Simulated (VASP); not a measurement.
```xyz
54
Lattice="0.0000 8.9029 8.9029 8.9029 0.0000 8.9029 8.9029 8.9029 0.0000" Properties=species:S:1:pos:R:3 pbc="T T T"
Cd     0.0000     0.0000     0.0000
Cd     2.9676     2.9676     0.0000
Cd     5.9353     5.9353     0.0000
Cd     2.9676     0.0000     2.9676
Cd     5.9353     2.9676     2.9676
Cd     8.9029     5.9353     2.9676
Cd     5.9353     0.0000     5.9353
Cd     8.9029     2.9676     5.9353
Cd    11.8706     5.9353     5.9353
Cd     0.0000     2.9676     2.9676
Cd     2.9676     5.9353     2.9676
Cd     5.9353     8.9029     2.9676
Cd     2.9676     2.9676     5.9353
Cd     5.9353     5.9353     5.9353
Cd     8.9029     8.9029     5.9353
Cd     5.9353     2.9676     8.9029
Cd     8.9029     5.9353     8.9029
Cd    11.8706     8.9029     8.9029
Cd     0.0000     5.9353     5.9353
Cd     2.9676     8.9029     5.9353
Cd     5.9353    11.8706     5.9353
Cd     2.9676     5.9353     8.9029
Cd     5.9353     8.9029     8.9029
Cd     8.9029    11.8706     8.9029
Cd     5.9353     5.9353    11.8706
Cd     8.9029     8.9029    11.8706
Cd    11.8706    11.8706    11.8706
S      1.4838     1.4838     1.4838
S      4.4515     4.4515     1.4838
S      7.4191     7.4191     1.4838
S      4.4515     1.4838     4.4515
S      7.4191     4.4515     4.4515
S     10.3868     7.4191     4.4515
S      7.4191     1.4838     7.4191
S     10.3868     4.4515     7.4191
S     13.3544     7.4191     7.4191
S      1.4838     4.4515     4.4515
S      4.4515     7.4191     4.4515
S      7.4191    10.3868     4.4515
S      4.4515     4.4515     7.4191
S      7.4191     7.4191     7.4191
S     10.3868    10.3868     7.4191
S      7.4191     4.4515    10.3868
S     10.3868     7.4191    10.3868
S     13.3544    10.3868    10.3868
S      1.4838     7.4191     7.4191
S      4.4515    10.3868     7.4191
S      7.4191    13.3544     7.4191
S      4.4515     7.4191    10.3868
S      7.4191    10.3868    10.3868
S     10.3868    13.3544    10.3868
S      7.4191     7.4191    13.3544
S     10.3868    10.3868    13.3544
S     13.3544    13.3544    13.3544
```

Level of theory: PBE GGA, VASP's PBE PAW potentials (set 64) (plane waves; VASP). Settings: PREC = Normal, LREAL = Auto, EDIFF = 1E-5, 400 eV cut-off, 1×1×1 Γ-centred mesh, Gaussian smearing of 0.050 eV, potentials Cd S.

The supercell is sampled at Γ alone, which is coarse: total energies, pressure and levels can be off, energies of defects by several tenths of an eV.

Question: Predict the energy per atom (σ→0).

Answer: 
The energy per atom (σ→0) comes out as -2.998 eV/atom.

Total energies compare only between runs with the same potentials, cut-off and functional.

The cell is a supercell, built from a database entry that may be metastable or hypothetical.
